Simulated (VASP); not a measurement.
Write the native input for VASP 6.6.1 that does the following.

| Item | Value |
| --- | --- |
| Task | single point |
| Functional | PBE |
| Potentials or basis | VASP PAW PBE potentials, release 64 (Li_sv, Ge_d, As) |
| Cutoff | 520 eV |
| k mesh | 6 × 6 × 6 |
| Occupations | gaussian, width 0.1 eV |
| Spin | no spin polarisation |
| Dipole correction | no |
| Further INCAR settings | ALGO = Normal; EDIFF = 1e-06; NBANDS = 23 |

The structure of Li2GeAs2 lies in POSCAR:

```
Li2GeAs2
1.0
   -2.0784121813      2.0784121813      5.3076077104
    2.0784121813     -2.0784121813      5.3076077104
    2.0784121813      2.0784121813     -5.3076077104
Li Ge As
2 1 2
Direct
    0.7500000000      0.2500000000      0.5000000000
    0.2500000000      0.7500000000      0.5000000000
    0.0000000000      0.0000000000      0.0000000000
    0.3880440972      0.3880440972      0.0000000000
    0.6119559028      0.6119559028      0.0000000000
```

The cell was built by a generator and needn't be a form met in nature.

The cell isn't the ideal one: species swapped into the HoGe2Pd2 type (I4/mmm, No. 139).

One way to write it, as run:

INCAR

```
ALGO = Normal ; EDIFF = 1E-6
ENCUT = 520 ; GGA = PE
ISIF = 2 ; ISMEAR = 0
LASPH = T ; LCHARG = T
LELF = T ; LREAL = F
LVHAR = T ; LWAVE = F
NBANDS = 23 ; NELM = 100
PREC = Accurate ; SIGMA = 0.1
```

KPOINTS

```
k-points
0
Gamma
  6 6 6
```

Potentials or basis: VASP PAW PBE potentials, release 64 (Li_sv, Ge_d, As).

Command:

```console
$ cat potpaw_PBE.64/Li_sv/POTCAR potpaw_PBE.64/Ge_d/POTCAR potpaw_PBE.64/As/POTCAR > POTCAR
$ mpirun -np 1 vasp_std > vasp.out
```

Results of the run:

* Largest force: 0.064 eV/Å
* Band gap on the k mesh: none (metal or under the smearing width)

Run time: 2.5 min on 1 thread of Intel(R) Xeon(R) Platinum 8559C (Emerald Rapids) (shared host), peak memory 0.35 GiB.
